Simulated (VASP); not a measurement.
VASP ran on this input.

INCAR:
```
# general
SYSTEM   = CsSnI3
PREC     = Accurate
ENCUT    = 520
LREAL    = .FALSE.
LASPH    = .TRUE.

# electronic loop
EDIFF    = 1E-7
NELM     = 100
ALGO     = Normal
LMAXMIX  = 4

# smearing
ISMEAR   = 0
SIGMA    = 0.05

# functional
GGA      = BO
LUSE_VDW = .TRUE.
AGGAC    = 0.0
PARAM1   = 0.1833333333
PARAM2   = 0.22

# ions
ISIF     = 2

# output
LWAVE    = .FALSE.
LCHARG   = .FALSE.
```

**KPOINTS**
```
Automatic mesh
0
Gamma
4 4 4
```

### POSCAR
```
CsSnI3
6.2905760
  1.0000000474   0.0000000000   0.0000000000
  0.0000000000   1.0000000474   0.0000000000
  0.0000000000   0.0000000000   1.0000000474
Cs Sn I
1 1 3
Direct
  0.0000000000   0.0000000000   0.0000000000
  0.5000000000   0.5000000000   0.5000000000
  0.5000000000   0.0000000000   0.5000000000
  0.0000000000   0.5000000000   0.5000000000
  0.5000000000   0.5000000000   0.0000000000
```

POTCAR, in this order: Cs_sv Sn_d I (PBE.64 set). Program: vasp_std.

Task: Translate this optB88-vdW calculation to Quantum ESPRESSO's pw.x.

Result: One equivalent input (not run):
```
&CONTROL
  calculation = 'scf'
  pseudo_dir = './pseudo'
  outdir = './out'
  tprnfor = .true.
  tstress = .true.
/
&SYSTEM
  ibrav = 0
  nat = 5
  ntyp = 3
  ecutwfc = 72
  occupations = 'smearing'
  smearing = 'gaussian'
  degauss = 0.003675
  input_dft = 'vdw-df-obk8'
/
&ELECTRONS
  conv_thr = 7.3e-09
  electron_maxstep = 100
/
ATOMIC_SPECIES
  Cs 132.905 Cs.upf
  Sn 118.710 Sn.upf
  I 126.904 I.upf
CELL_PARAMETERS angstrom
     6.2905763    0.0000000    0.0000000
     0.0000000    6.2905763    0.0000000
     0.0000000    0.0000000    6.2905763
ATOMIC_POSITIONS crystal
  Cs   0.0000000  0.0000000  0.0000000
  Sn   0.5000000  0.5000000  0.5000000
  I    0.5000000  0.0000000  0.5000000
  I    0.0000000  0.5000000  0.5000000
  I    0.5000000  0.5000000  0.0000000
K_POINTS automatic
  4 4 4 0 0 0
```
What does not carry over: the potentials are each code's own (VASP's PAW set, PseudoDojo norm-conserving files in pw.x), so ENCUT and ecutwfc are chosen apart and not converted; conv_thr bounds pw.x's estimated SCF error, while EDIFF bounds the energy change between steps.

The compound is CsSnI3 in the cubic perovskite structure, the ideal cubic form; the compound distorts at low or room temperature. This cell is one point of a volume scan, at 1.03 of the reference volume.
